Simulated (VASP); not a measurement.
Given:

```
Zr
1.0
    1.57180    -2.72244     0.00000
    1.57180     2.72244     0.00000
    0.00000     0.00000     5.09657
Zr
2
Direct
  0.33333   0.66667   0.25000
  0.66667   0.33333   0.75000
```

Computed with LDA (Ceperley-Alder, Perdew-Zunger), VASP's LDA PAW potentials (set 64) (plane waves; VASP). Run with 520 eV cut-off, Gaussian smearing of 0.050 eV, potentials Zr_sv.

Problem. Give the energies of bands 9 to 15 at the high-symmetry points, in eV from the Fermi level.

Solution. 
```tsv
band	Γ	M	K	A	L	H
9	-5.77	-2.84	-2.35	-4.02	-3.10	-1.61
10	-3.25	-2.63	-1.33	-4.02	-3.10	-1.61
11	0.81	-2.40	-1.33	-0.07	-1.28	-1.36
12	0.84	0.02	-1.12	-0.07	-1.28	-1.36
13	0.84	0.56	0.19	0.77	1.93	0.04
14	1.35	0.72	0.19	0.77	1.93	0.04
15	1.55	1.44	1.81	0.77	2.34	2.03
```

It has no gap at this level: it comes out as a metal or semimetal.

The compound is Zr in the hcp structure. It was relaxed first, which changed the volume by -6 %.
